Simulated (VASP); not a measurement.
Input of a VASP 6.6.1 run:

POSCAR

```
H
1.0
   10.0000000000      0.0000000000      0.0000000000
    0.0000000000     10.0000000000      0.0000000000
    0.0000000000      0.0000000000     10.0000000000
H
2
Direct
    0.5000000000      0.5000000000      0.4440000000
    0.5000000000      0.5000000000      0.5560000000
```

The input INCAR.step1:

```
SYSTEM = H
ALGO     = Normal         ! electronic algorithm
EDIFF    = 1E-5           ! SCF threshold, eV
ENCUT    = 450            ! plane-wave cutoff, eV
GGA      = PE             ! functional
ISIF     = 2              ! what is computed and relaxed
ISMEAR   = 0              ! smearing method
LASPH    = .True.         ! aspherical terms in the spheres
LCHARG   = .False.        ! write CHGCAR
LREAL    = .False.        ! projectors in reciprocal space
LWAVE    = .True.         ! write WAVECAR
NBANDS   = 8              ! bands
NELM     = 80             ! most SCF steps
PREC     = Accurate       ! precision mode
SIGMA    = 0.02           ! smearing width, eV
```

INCAR.step2

```
SYSTEM = H
ALGO     = Normal         ! electronic algorithm
EDIFF    = 1E-6           ! SCF threshold, eV
ENCUT    = 450            ! plane-wave cutoff, eV
GGA      = PE             ! functional
HFSCREEN = 0.2            ! screening, 1/A
ISIF     = 2              ! what is computed and relaxed
ISMEAR   = 0              ! smearing method
ISTART   = 1            
LASPH    = .True.         ! aspherical terms in the spheres
LCHARG   = .False.        ! write CHGCAR
LHFCALC  = .True.         ! exact exchange
LREAL    = .False.        ! projectors in reciprocal space
LWAVE    = .False.        ! write WAVECAR
NBANDS   = 8              ! bands
NELM     = 80             ! most SCF steps
PREC     = Accurate       ! precision mode
PRECFOCK = Fast         
SIGMA    = 0.02           ! smearing width, eV
```

Contents of KPOINTS:

```
k-points
0
Gamma
  1 1 1
  0 0 0
```

Potentials or basis: VASP PAW PBE potentials, release 64 (H).

Launch:

```bash
$ cat potpaw_PBE.64/H/POTCAR > POTCAR
$ cp INCAR.step1 INCAR
$ mpirun -np 1 vasp_std > vasp.out
$ cp INCAR.step2 INCAR
$ mpirun -np 1 vasp_std > vasp.out
```

Predict the gap between the frontier levels.

9.03 eV.

What does it give for the largest force?

4.903 eV/Å.

Forces on the atoms (eV/Å):
```
H    0.000  0.000  4.903
H    0.000  0.000 -4.903
```

Caveat: the PAW data sets were made with another functional, which shifts forces and pressure a little.
